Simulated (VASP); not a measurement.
Input:

```
Ca
1.0
    0.00000     2.76263     2.76263
    2.76263     0.00000     2.76263
    2.76263     2.76263     0.00000
Ca
1
Cartesian
  0.00000   0.00000   0.00000
```

All values below come from PBE GGA, VASP's PBE PAW potentials (set 64) (plane waves; VASP). Numerical set-up: 520 eV cut-off, 10×10×10 Γ-centred mesh, first-order Methfessel-Paxton smearing of 0.10 eV, potentials Ca_sv.

Q: Estimate the energy per atom (σ→0), band gap (on the k-mesh) with the smallest direct gap where there is one.

A: 
| Quantity | Value |
|---|---|
| band gap (on the k-mesh) | none (metal, semimetal or under 0.01 eV) |
| energy per atom (σ→0) | -1.931 eV/atom |

The compound is Ca in the fcc structure. It was relaxed first. The start is the result of an earlier pass.
